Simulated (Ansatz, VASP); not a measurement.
## Cross-check of Cu (generalised stacking fault on (111) of Cu) between VASP and Ansatz

One calculation is typed for both programs; each brings its own data sets. How far apart do they land? The cell is taken from a series of runs on this material, whose earlier steps may have relaxed, scaled, displaced or heated it; both programs get it as it stands.

Method: plane waves, with VASP 6.6.1 beside it; single point at r2SCAN, in Ansatz 0.2.0.

## Step 1: The structure

The cell holds 12 atoms: 12 Cu. Cell: a = 2.570 Å, b = 2.570 Å, c = 25.184 Å, α = 90.3°, β = 89.7°, γ = 120.0°. It derives from Cu. 48 atoms of Cu, stacked on (1 1 1); one fault a cell: the periodic image above is shifted rigidly by 0.148 A along the in-plane vector of length 4.452 A (<112> type); atoms relaxed along the normal alone with the MACE-MP-0b2 potential. Lattice constants are starting values near those of PBE. Folded to one surface cell (a quarter of the atoms). The structure's axis is c.

## Step 2: Ansatz: single point, r2SCAN

Ansatz runs on its default PAW (the set named soft_2) files.

A single point gives forces, pressure and levels at one fixed geometry, so differences don't come from the geometry; what else differs is listed under the comparison.

input.yaml

```yaml
crystal:
  lattice:
    - [2.57034, 0.0, 0.0]
    - [-1.28516, 2.22598, 0.0]
    - [0.12852, -0.0742, 25.18402]
  atoms:
    - { symbol: Cu, position: [0.99338, 0.00662, 0.19854] }
    - { symbol: Cu, position: [0.32394, 0.67606, 0.28187] }
    - { symbol: Cu, position: [0.6545, 0.3455, 0.36521] }
    - { symbol: Cu, position: [0.98504, 0.01496, 0.44854] }
    - { symbol: Cu, position: [0.3156, 0.6844, 0.53187] }
    - { symbol: Cu, position: [0.64616, 0.35384, 0.61521] }
    - { symbol: Cu, position: [0.97672, 0.02328, 0.69854] }
    - { symbol: Cu, position: [0.30728, 0.69272, 0.78187] }
    - { symbol: Cu, position: [0.63782, 0.36218, 0.86521] }
    - { symbol: Cu, position: [0.96838, 0.03162, 0.94854] }
    - { symbol: Cu, position: [0.29894, 0.70106, 0.03187] }
    - { symbol: Cu, position: [0.6295, 0.3705, 0.11521] }
kpoints:
  mp_grid: { grid: [12, 12, 1] }
hamiltonian:
  xc: r2scan
scf:
  occupations: { method: fermi_dirac, width: 0.1 }
output:
  forces: true
```

Run with:

```sh
ansatz run input.yaml --threads 6 --pin off --max-ram 102400MiB --backend cuda --events-out ev --progress --plain --runs-dir out
```

Numbers of over 12 decimals in the logs are rounded to 6 here.

What it wrote:

```text
Warning: at least one further symmetry operation maps every atom of the structure, as the run holds it, onto an atom to within 2.38e-5 (fractional), and is not used: no operation is sought that the atoms, as the run holds them, miss by more than 2.00e-5, twice crystal.symmetry.tolerance (1.0e-5). The run uses 2 unitary operations. The run imposes no operation that its atoms and lattice do not hold. Figures that only  [...]
Engine: ansatz 0.2.0, x86_64-unknown-linux-gnu
Pseudopotentials: kind: paw
Pseudopotential: Cu, paw, valence charge 19, recommended cutoff 500 eV (meta_gga), Cu.paw.azcp
Functional definition: r2SCAN
  parameter k0 = 0.174
  parameter k1 = 0.065
  parameter a1 = 4.9479
  exchange = r2scan_x(k0 = k0, k1 = k1, a1 = a1)
  correlation = r2scan_c
device memory: the entry about to start is reckoned to put 7.2 GiB on a device that reports 74.7 GiB free
GPU FFT provider: cuFFT
GPU libraries: cuBLAS 13.8.2, cuFFT 12.4.0, cuSOLVER 12.3.4
Crystal: 12 atoms, lattice volume = 144.091 Å³
Basis set: ecut = 500 eV, 3689 PW (Γ), exchange–correlation on 80×80×768 points (64 copies of the dense FFT grid, shifted against one another)
Bands: 127, of which v1, the nominal top of the filled ones, is band 114 counted from 1 (113 counted from 0)
Symmetry: 2 space group operations
Space group: Cm (ITA 8), of the structure as read, at distance tolerance 5.2e-5 Å
k-points: 43 of 144 (time reversal used)
Non-local potential: Cu, projectors of the file, l = 0: 3, l = 1: 2, l = 2: 3, l = 3: 1
PAW form: soft (Blöchl's): semilocal exchange-correlation on the pseudo side does not see the compensation charge
PAW frozen core: Cu, regenerated for the run's functional (the file was generated under x = pbe(κ = 0.804, μ = 0.219515), c = pbe(β = 0.066725))
PAW one-centre angular grid: Cu, 590 points (default); XC on 160 Gauss nodes
Initial density: superposition of atomic densities (neutral atoms: chi_scale 0, normalization atom), corrected by the library's trained network
Initial wavefunctions: pseudopotential atomic-orbital guess
GPU buffer pool allocated for 76800 grid points (all kernels)
GPU transforms: local potential and band sums: pruned to the plane-wave sphere, on 20×20×192
Functional: x = r2scan, c = r2scan; τ floored in thin density (d = 2e-4 eV/Å³)
SCF iter   1: F=—  HF=-79574.952136 eV  |F-HF|=—  |Δ(HF+E_count)|=         —  Δρ=3.99e-2  dr2=1.26e0  dr2_τ=1.06e-2  ethr=1.77e-3  ⟨swp⟩=3.9  Hψ=15811  notcnv=0  defer=55
preconditioner: auto → Kerker (q_TF=auto, 2.945 Å⁻¹)  [metal: Δε(μ)=0.009 eV  Ē_g=8.133 eV  σ=0.100 eV  W_gap=0.02  n_scr=64 (ndim 8)  ℏωp=35.5 eV  f_vac=0.000  D(μ)=4.25/eV (n_scr^D=18)]
SCF iter   2: F=—  HF=-79574.821913 eV  |F-HF|=—  |Δ(HF+E_count)|=   1.30e-1  Δρ=1.20e-2  dr2=7.54e-2  dr2_τ=1.44e-2  ethr=5.52e-4  ⟨swp⟩=2.0  Hψ=9643  notcnv=0  defer=127
SCF iter   3: F=—  HF=-79574.747432 eV  |F-HF|=—  |Δ(HF+E_count)|=   7.45e-2  Δρ=9.08e-3  dr2=7.95e-2  dr2_τ=5.12e-4  ethr=3.31e-5  ⟨swp⟩=2.0  Hψ=10668  notcnv=0  defer=127
SCF iter   4: F=—  HF=-79574.726508 eV  |F-HF|=—  |Δ(HF+E_count)|=   2.09e-2  Δρ=1.44e-3  dr2=2.56e-3  dr2_τ=1.42e-4  ethr=3.31e-5  ⟨swp⟩=1.4  Hψ=6478  notcnv=0  defer=127
SCF iter   5: F=—  HF=-79574.730693 eV  |F-HF|=—  |Δ(HF+E_count)|=   4.19e-3  Δρ=4.85e-4  dr2=3.20e-4  dr2_τ=6.45e-6  ethr=1.12e-6  ⟨swp⟩=2.0  Hψ=8103  notcnv=0  defer=127
SCF iter   6: F=—  HF=-79574.726092 eV  |F-HF|=—  |Δ(HF+E_count)|=   4.60e-3  Δρ=2.17e-4  dr2=1.02e-4  dr2_τ=3.12e-7  ethr=1.40e-7  ⟨swp⟩=2.0  Hψ=8067  notcnv=0  defer=127
SCF iter   7: F=—  HF=-79574.726088 eV  |F-HF|=—  |Δ(HF+E_count)|=   4.09e-6  Δρ=8.54e-5  dr2=1.34e-5  dr2_τ=1.01e-7  ethr=4.46e-8  ⟨swp⟩=2.0  Hψ=7412  notcnv=0  defer=127
SCF iter   8: F=—  HF=-79574.728130 eV  |F-HF|=—  |Δ(HF+E_count)|=   2.04e-3  Δρ=3.84e-5  dr2=2.55e-6  dr2_τ=1.09e-8  ethr=5.88e-9  ⟨swp⟩=2.0  Hψ=7964  notcnv=0  defer=127
SCF iter   9: F=—  HF=-79574.728132 eV  |F-HF|=—  |Δ(HF+E_count)|=   1.13e-6  Δρ=4.24e-5  dr2=2.42e-6  dr2_τ=8.35e-9  ethr=1.12e-9  ⟨swp⟩=2.0  Hψ=8190  notcnv=0  defer=127
SCF iter  10: F=-79574.728131 eV  HF=-79574.728131 eV  |F-HF|=2.93e-8  |Δ(HF+E_count)|=   2.75e-7  Δρ=6.89e-6  dr2=6.04e-8  dr2_τ=3.50e-10  ethr=4.39e-11  ⟨swp⟩=3.0  Hψ=20734  notcnv=0
SCF 1 converged in 10 iterations: F = -79574.728131 eV  dr2 = 6.04e-8
  greatest PAW one-centre occupation: 1.000 electrons in one spin orbital (limit 2), on the Cu atom at site 11 (counted from 0), in its partial waves of l = 0
SCF converged after 10 iterations
Free energy (F): -79574.728131 eV
Harris-Foulkes:  -79574.728131 eV  (|F-HF|=2.93e-8)
Internal energy: -79574.587363 eV  (E = F + TS)
E sigma→0 (E₀):  -79574.657747 eV
Entropy (-TS):   -0.140768 eV (-11.731 meV/atom)
Fermi energy:    16.141886 eV
--- Per-component energies (eV) ---
  E_band       = -4705.335085
  E_kinetic    = 3592.860354
  E_local      = -49098.287636  (includes V_loc(G=0)·N_el)
  E_nonlocal   = 4749.815366
  E_hartree    = 21669.365962
  E_xc         = -1001.782825
  E_vxc        = -1490.187987  (∫ρ·V_xc dr)
  E_paw        = -20143.818821  (= ΣΔE_a)
  E_vpaw       = -5905.511539  (= ΣTr[D̂ρ^β])
  E_aug_tail   = 0.001679  (compensation charges beyond the density's cutoff)
  E_vtau       = 107.191806  (kinetic-family band-sum trace: ∫τ·v_τ [+ j·A + Jᵃ·Aᵃ] dr)
  E_ewald      = -39339.128146
  E_core_change = -3.613296  (= ΣΔE_core)
  E_smearing   = -0.140768  (= −TS)
  E_closure    = -0.000000  (closes the sum)
  Σ components = -79574.728131   (vs F -79574.728131, Δ=0.00e0)
--- Forces (eV/Å), atoms counted from 1 ---
  atom   1  Cu    -0.07479436     0.04318277     0.02524594
  atom   2  Cu     0.00108826    -0.00062831     0.00204550
  atom   3  Cu    -0.00105553     0.00060942    -0.00083693
  atom   4  Cu    -0.00029940     0.00017286    -0.00011641
  atom   5  Cu     0.00035738    -0.00020633     0.00080024
  atom   6  Cu     0.00002288    -0.00001321    -0.00075633
  atom   7  Cu    -0.00002280     0.00001317    -0.00004705
  atom   8  Cu    -0.00041220     0.00023799     0.00080710
  atom   9  Cu     0.00040975    -0.00023657    -0.00068692
  atom  10  Cu     0.00099894    -0.00057674     0.00003347
  atom  11  Cu    -0.00108492     0.00062638    -0.00043849
  atom  12  Cu     0.07479203    -0.04318142    -0.02604957
  max |Σ_I F_I| component: 5.51e-7 eV/Å
```

Reading the cycles: dr2 is the Hartree energy of the density residual (eV), the measure of convergence; HF is the Harris–Foulkes estimate of the energy, which meets the free energy F at convergence.

## Step 3: VASP: single point, r2SCAN

The same cell, functional, mesh and smearing now go to VASP, with its own data sets.

Lines of VASP's logs that name or quote its potential files are left out, and so is its time.

INCAR

```
SYSTEM = Cu
PREC = Accurate
ENCUT = 580
EDIFF = 1E-06
NELM = 120
ISMEAR = -1
SIGMA = 0.1
LREAL = .FALSE.
ALGO = Normal
METAGGA = R2SCAN
LASPH = .TRUE.
NBANDS = 81
LORBIT = 11
LWAVE = .FALSE.
LCHARG = .FALSE.
ISIF = 2
GGA_COMPAT = .FALSE.
LMIXTAU = .TRUE.
KPAR = 2
```

POSCAR

```
Cu
1.0
    2.5703400000      0.0000000000      0.0000000000
   -1.2851600000      2.2259800000      0.0000000000
    0.1285200000     -0.0742000000     25.1840200000
Cu
12
Direct
    0.9933800000      0.0066200000      0.1985400000
    0.3239400000      0.6760600000      0.2818750000
    0.6545000000      0.3455000000      0.3652100000
    0.9850500000      0.0149500000      0.4485400000
    0.3156000000      0.6844000000      0.5318750000
    0.6461600000      0.3538400000      0.6152100000
    0.9767200000      0.0232800000      0.6985400000
    0.3072800000      0.6927200000      0.7818750000
    0.6378300000      0.3621700000      0.8652100000
    0.9683800000      0.0316200000      0.9485400000
    0.2989400000      0.7010600000      0.0318750000
    0.6295000000      0.3705000000      0.1152100000
```

KPOINTS

```
Automatic mesh
0
Gamma
12 12 1
0 0 0
```

PAW data sets: Cu (PBE family, release 64).

Run with:

```sh
mpirun -np 2 vasp_std
```

What it wrote:

```text
[banner, memory and clock lines left out]
running    2 mpi-ranks, on    1 nodes
 distrk:  each k-point on    1 cores,    2 groups
 distr:  one band on    1 cores,    1 groups

 POSCAR found type information on POSCAR Cu
 POSCAR found :  1 types and      12 ions
|                                                                             |
|               ----> ADVICE to this user running VASP <----                  |
|                                                                             |
|     You enforced a specific xc type in the INCAR file but a different       |
|     [... a line on the potential file left out ...]
|     I HOPE YOU KNOW WHAT YOU ARE DOING!                                     |
|                                                                             |

 LDA part: xc-table for (None), standard interpolation
 POSCAR, INCAR and KPOINTS ok, starting setup
 FFT: planning ... GRIDC
 FFT: planning ... GRID_SOFT
 FFT: planning ... GRID
 WAVECAR not read
 entering main loop
       N       E                     dE             d eps       ncg     rms          rms(c)
DAV:   1     0.132616754950E+04    0.13262E+04   -0.60050E+04  6966   0.328E+03
DAV:   2     0.980603588100E+02   -0.12281E+04   -0.11871E+04  6966   0.615E+02
DAV:   3    -0.145105933019E+03   -0.24317E+03   -0.22595E+03  6974   0.296E+02
DAV:   4    -0.160354617109E+03   -0.15249E+02   -0.14849E+02  7637   0.102E+02
DAV:   5    -0.160637450772E+03   -0.28283E+00   -0.28237E+00  7930   0.159E+01    0.270E+01
DAV:   6    -0.147452474371E+03    0.13185E+02   -0.13015E+02  7778   0.145E+02    0.145E+01
DAV:   7    -0.142585937455E+03    0.48665E+01   -0.22169E+01  7980   0.590E+01    0.132E+00
DAV:   8    -0.139211858938E+03    0.33741E+01   -0.29050E+00 11220   0.457E+01    0.324E+00
DAV:   9    -0.137921015374E+03    0.12908E+01   -0.22917E+00 13674   0.348E+01    0.110E+00
DAV:  10    -0.137212168472E+03    0.70885E+00   -0.15922E-01 10173   0.428E+00    0.760E-01
DAV:  11    -0.136534384681E+03    0.67778E+00   -0.43641E-02  7827   0.338E+00    0.404E-01
DAV:  12    -0.135650469645E+03    0.88392E+00   -0.35546E-02  7986   0.273E+00    0.818E-02
DAV:  13    -0.134927420212E+03    0.72305E+00   -0.11230E-02  7831   0.120E+00    0.113E-01
DAV:  14    -0.134062798792E+03    0.86462E+00   -0.99637E-03  9479   0.118E+00    0.120E-01
[...]
DAV:  39    -0.129823372372E+03   -0.35693E-04   -0.55882E-06  7457   0.229E-02    0.458E-02
DAV:  40    -0.129823589119E+03   -0.21675E-03   -0.69707E-05  9981   0.806E-02    0.407E-02
DAV:  41    -0.129823607694E+03   -0.18575E-04   -0.27141E-05  8287   0.508E-02    0.265E-02
DAV:  42    -0.129823638760E+03   -0.31066E-04   -0.11190E-05  8313   0.255E-02    0.274E-02
DAV:  43    -0.129823659785E+03   -0.21024E-04   -0.10121E-05  8816   0.292E-02    0.188E-02
DAV:  44    -0.129823665524E+03   -0.57391E-05   -0.47384E-06  6640   0.238E-02    0.125E-02
DAV:  45    -0.129823671320E+03   -0.57964E-05   -0.34982E-06  4772   0.187E-02    0.707E-03
DAV:  46    -0.129823671483E+03   -0.16244E-06   -0.18743E-06  3940   0.148E-02
   1 F= -.12982367E+03 E0= -.12975367E+03  d E =-.140003E+00
```

From OUTCAR (step 3):

```text
ion  position               nearest neighbor table
   1  0.993  0.007  0.199-  12 2.53  12 2.53   2 2.57   2 2.57   2 2.57  12 2.66
   2  0.324  0.676  0.282-   3 2.57   1 2.57   1 2.57   3 2.57   1 2.57   3 2.57
   3  0.654  0.346  0.365-   4 2.57   4 2.57   4 2.57   2 2.57   2 2.57   2 2.57
   4  0.985  0.015  0.449-   3 2.57   3 2.57   3 2.57   5 2.57   5 2.57   5 2.57
   5  0.316  0.684  0.532-   4 2.57   6 2.57   6 2.57   4 2.57   4 2.57   6 2.57
   6  0.646  0.354  0.615-   7 2.57   7 2.57   7 2.57   5 2.57   5 2.57   5 2.57
   7  0.977  0.023  0.699-   6 2.57   6 2.57   6 2.57   8 2.57   8 2.57   8 2.57
   8  0.307  0.693  0.782-   9 2.57   7 2.57   7 2.57   9 2.57   9 2.57   7 2.57
   9  0.638  0.362  0.865-  10 2.57  10 2.57  10 2.57   8 2.57   8 2.57   8 2.57
  10  0.968  0.032  0.949-   9 2.57   9 2.57   9 2.57  11 2.57  11 2.57  11 2.57
  11  0.299  0.701  0.032-  12 2.57  10 2.57  10 2.57  12 2.57  10 2.57  12 2.57
  12  0.630  0.370  0.115-   1 2.53   1 2.53  11 2.57  11 2.57  11 2.57   1 2.66

  LATTYP: Found a base centered monoclinic cell.
 ALAT       =     4.4519509443
 B/A-ratio  =     0.5773525496
 C/A-ratio  =     5.6569485049
 COS(beta)  =    -0.0058925862

 Subroutine GETGRP returns: Found  4 space group operations
 (whereof  2 operations were pure point group operations)

The static configuration has the point symmetry C_1h.
 The point group associated with its full space group is C_2h.

 Found     43 irreducible k-points:

   k-points           NKPTS =     43   k-points in BZ     NKDIM =     43   number of bands    NBANDS=     81

   dimension x,y,z NGX =    20 NGY =   20 NGZ =  200
   dimension x,y,z NGXF=    40 NGYF=   40 NGZF=  400

   ENCUT  =  580.0 eV  42.63 Ry    6.53 a.u.   5.05  5.05 49.45*2*pi/ulx,y,z

   NELECT =     132.0000    total number of electrons

 k-points in reciprocal lattice and weights: Automatic mesh
   0.00000000  0.00000000  0.00000000       0.007
   0.08333333 -0.00000000 -0.00000000       0.028
   0.16666667  0.00000000  0.00000000       0.028
   0.25000000  0.00000000 -0.00000000       0.028
   0.33333333  0.00000000  0.00000000       0.028
   0.41666667  0.00000000 -0.00000000       0.028
   0.50000000  0.00000000 -0.00000000       0.014
   0.08333333  0.08333333 -0.00000000       0.014
   0.16666667  0.08333333  0.00000000       0.028
[...]
-0.41666667  0.41666667  0.00000000       0.014
   0.50000000  0.50000000 -0.00000000       0.007

 average (electrostatic) potential at core
       1 -69.4747       2 -69.4743       3 -69.4745       4 -69.4744       5 -69.4744
       6 -69.4745       7 -69.4743       8 -69.4745       9 -69.4746      10 -69.4744
      11 -69.4743      12 -69.4748

 E-fermi :   7.1238

 k-point     1 :       0.0000    0.0000    0.0000
  band No.  band energies     occupation
    ...
     68       5.3997      2.00000
     69       5.4110      2.00000
     70       5.4651      2.00000
     71       5.4820      2.00000
     72       6.2002      1.99981
     73      11.0797      0.00000
     74      12.7561      0.00000
     75      12.7564      0.00000
     76      16.0815      0.00000
     77      16.0822      0.00000
    ...

 k-point     2 :       0.0833   -0.0000   -0.0000
  band No.  band energies     occupation
    ...
     68       5.4603      2.00000
     69       5.5617      2.00000
     70       6.1487      1.99988
     71       6.2316      1.99973
     72       7.0565      1.32402
     73      11.1444      0.00000
     74      12.8909      0.00000
     75      12.9036      0.00000
     76      16.2500      0.00000
     77      16.2664      0.00000
    ...

 k-point     3 :       0.1667    0.0000    0.0000
  band No.  band energies     occupation
    ...
     66       5.4902      2.00000
     67       5.5324      2.00000
     68       5.7908      2.00000
     69       6.1420      1.99989
     70       7.1065      1.08599
     71       7.2613      0.40344
     72       8.4160      0.00000
     73      11.3659      0.00000
     74      13.3389      0.00000
     75      13.3534      0.00000
    ...

  Total       -5.5908234     -5.4675795     -5.8591559      0.1067097      0.0929354     -0.1609674
  in kB      -62.1655050    -60.7951311    -65.1491488      1.1865272      1.0333675     -1.7898294
  external PRESSURE =     -62.7032616 kB  Pullay stress =       0.0000000 kB

  energy-cutoff  :      580.00
  volume of cell :      144.09
      direct lattice vectors                 reciprocal lattice vectors
     2.570340000  0.000000000  0.000000000     0.389053588  0.224618420 -0.001323636
    -1.285160000  2.225980000  0.000000000     0.000000000  0.449240335  0.001323603
     0.128520000 -0.074200000 25.184020000     0.000000000  0.000000000  0.039707719

 POSITION                                       TOTAL-FORCE (eV/Angst)
 -----------------------------------------------------------------------------------
      2.57033      0.00000      5.00004        -0.081871      0.047268      0.025822
      0.00002      1.48398      7.09875         0.001056     -0.000610      0.001276
      1.28520      0.74198      9.19746         0.005979     -0.003452     -0.000189
      2.57035     -0.00000     11.29604        -0.001576      0.000910      0.000131
     -0.00001      1.48400     13.39475         0.000392     -0.000226      0.000143
      1.28518      0.74199     15.49346        -0.007581      0.004377     -0.000619
      2.57036     -0.00001     17.59205         0.007581     -0.004377      0.000619
      0.00004      1.48397     19.69076        -0.000392      0.000226     -0.000143
      1.28519      0.74198     21.78947         0.001576     -0.000910     -0.000131
      2.57034      0.00000     23.88805        -0.005979      0.003452      0.000189
     -0.12850      1.55818      0.80274        -0.001056      0.000610     -0.001276
      1.15668      0.81618      2.90145         0.081871     -0.047268     -0.025822
 -----------------------------------------------------------------------------------
    total drift:                               -0.000864      0.000499      0.000290

  FREE ENERGIE OF THE ION-ELECTRON SYSTEM (eV)
  ---------------------------------------------------
  free  energy   TOTEN  =      -129.8236714827 eV

  energy  without entropy=     -129.6836688791  energy(sigma->0) =     -129.75367018

 total charge
# of ion       s       p       d       tot
------------------------------------------
    1        0.452   0.388   9.191  10.031
    2        0.451   0.388   9.191  10.030
    3        0.451   0.388   9.191  10.030
    4        0.451   0.388   9.191  10.030
    5        0.451   0.388   9.191  10.030
    6        0.451   0.388   9.191  10.030
    7        0.451   0.388   9.191  10.030
    8        0.451   0.388   9.191  10.030
    9        0.451   0.388   9.191  10.030
   10        0.451   0.388   9.191  10.030
   11        0.451   0.388   9.191  10.030
   12        0.452   0.388   9.191  10.031
--------------------------------------------------
tot          5.417   4.654 110.291 120.361

[... 3 further parts left out ...]
```

The run ends at a pressure of -6.27 GPa, with forces up to 0.098 eV/Å.

## Step 4: Differences

Known differences besides the potentials themselves: VASP keeps PBE cores, Ansatz makes them for the functional; the data sets hold 228 valence electrons in Ansatz (on its default PAW (the set named soft_2) files) and 132 in VASP; the cutoff is 500 eV in Ansatz and 580 eV in VASP. Total energies have different zeros and are not compared.

Forces on 7 of the 12 atoms, those with the largest forces and the largest differences (eV/Å; atoms numbered as in POSCAR):

```csv
atom,"Ansatz x, y, z","VASP x, y, z"
Cu1,"-0.075, 0.043, 0.025","-0.082, 0.047, 0.026"
Cu2,"0.001, -0.001, 0.002","0.001, -0.001, 0.001"
Cu3,"-0.001, 0.001, -0.001","0.006, -0.003, 0.000"
Cu6,"0.000, 0.000, -0.001","-0.008, 0.004, -0.001"
Cu7,"0.000, 0.000, 0.000","0.008, -0.004, 0.001"
Cu10,"0.001, -0.001, 0.000","-0.006, 0.003, 0.000"
Cu12,"0.075, -0.043, -0.026","0.082, -0.047, -0.026"
```

The forces differ by 3.4 meV/Å r.m.s., which is 14.8 % of the r.m.s. force of 0.023 eV/Å (both taken over all components).

## Step 5: Results

```
r.m.s. force difference (single point, r2SCAN) : 3.4 meV/Å
```

In words: The r.m.s. force difference is 3.4 meV/Å (single point, r2SCAN), within the 12 meV/Å picked in this series as the mark of a large difference. The data sets hold unlike numbers of valence electrons (228 in Ansatz and 132 in VASP), so part of the differences comes from the potentials. Such differences can come from data sets, numerical settings and the points named under the comparisons, not from the functional's error against experiment.

[Lines on the potential files, build, host, timing and source positions are cut from VASP's logs without a mark.]

[Logs are printed without paths, hosts, clocks, repeated set-up lines and the standing remarks that a program may print on its own settings, such as how far it seeks lower states.]

[Hosts, paths, dates, database ids (printed as entryN), source tags and the programs' standing remarks are cut or masked in the printed files.]
